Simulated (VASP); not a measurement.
An input for Quantum ESPRESSO's pw.x (written as the equivalent of a VASP run, and not itself run):

```
&CONTROL
  calculation = 'vc-relax'
  pseudo_dir = './pseudo'
  outdir = './out'
  tprnfor = .true.
  tstress = .true.
  nstep = 60
  forc_conv_thr = 0.00078
/
&SYSTEM
  ibrav = 0
  nat = 5
  ntyp = 3
  ecutwfc = 72
  occupations = 'smearing'
  smearing = 'gaussian'
  degauss = 0.003675
  input_dft = 'pbesol'
/
&ELECTRONS
  conv_thr = 7.3e-08
  electron_maxstep = 100
/
&IONS
/
&CELL
/
ATOMIC_SPECIES
  Cs 132.905 Cs.upf
  Sn 118.710 Sn.upf
  Br 79.904 Br.upf
CELL_PARAMETERS angstrom
     5.7250691    0.0000000    0.0000000
    -0.0000000    5.7250691    0.0000000
     0.0000000   -0.0000000    5.7250691
ATOMIC_POSITIONS crystal
  Cs   0.0000000  0.0000000  0.0000000
  Sn   0.5000000  0.5000000  0.5000000
  Br   0.5000000  0.0000000  0.5000000
  Br   0.0000000  0.5000000  0.5000000
  Br   0.5000000  0.5000000  0.0000000
K_POINTS automatic
  4 4 4 0 0 0
```

Problem. Write the VASP files for the same calculation (PBEsol).

Solution. One answer among several that fit: 
**INCAR**
```
ALGO=Normal
EDIFF=1E-6
EDIFFG=-0.02
ENCUT=400
GGA=PS
IBRION=2
ISIF=3
ISMEAR=0
LASPH=.TRUE.
LCHARG=.FALSE.
LMAXMIX=4
LREAL=.FALSE.
LWAVE=.FALSE.
NELM=100
NSW=60
PREC=Accurate
SIGMA=0.05
SYSTEM=CsSnBr3
```

File KPOINTS:
```
Automatic mesh
0
Gamma
4 4 4
0 0 0
```

**POSCAR**
```
CsSnBr3
1
    5.7250691034     0.0000000000     0.0000000000
   -0.0000000000     5.7250691034     0.0000000000
    0.0000000000    -0.0000000000     5.7250691034
Cs Sn Br
1 1 3
Direct
  0.0000000000   0.0000000000   0.0000000000
  0.5000000000   0.5000000000   0.5000000000
  0.5000000000   0.0000000000   0.5000000000
  0.0000000000   0.5000000000   0.5000000000
  0.5000000000   0.5000000000   0.0000000000
```

POTCAR, in this order: Cs_sv Sn_d Br (PBE.64 set). Program: vasp_std.

Limits of the translation: the potentials are each code's own (VASP's PAW set, PseudoDojo norm-conserving files in pw.x), so ENCUT and ecutwfc are chosen apart and not converted; conv_thr bounds pw.x's estimated SCF error, while EDIFF bounds the energy change between steps; forc_conv_thr acts on force components and is met together with etot_conv_thr.

The structure comes from a computed database's CsSnBr3 entry (Pm-3m); how it stands against other phases isn't given here. This run relaxes it. Symmetry was kept, so distortions that lower it aren't found. The start is the result of an earlier pass.
